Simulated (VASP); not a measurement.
Input:

```
CELL_PARAMETERS angstrom
     -1.61728     1.61728     2.48288
      1.61728    -1.61728     2.48288
      1.61728     1.61728    -2.48288
ATOMIC_POSITIONS crystal
  In 0.00000 0.00000 0.00000
```

These are TPSS meta-GGA, VASP's PBE PAW potentials (set 64) (plane waves; VASP) values and carry that method's errors. Run with 520 eV cut-off, 18×18×18 Γ-centred mesh, tetrahedra with Blöchl corrections, potentials In_d.

The job: In (bct), 1 atom, TPSS, static run, 520 eV, 18×18×18 Γ-centred mesh. Roughly how much core time does it take on a busy server core?

About 10 core-minutes (one run on a shared machine, a rough figure). It had 480 irreducible k-points, 10 bands, up to 717 plane waves and 18 electronic steps.

The compound is In in the bct structure. It was relaxed first.
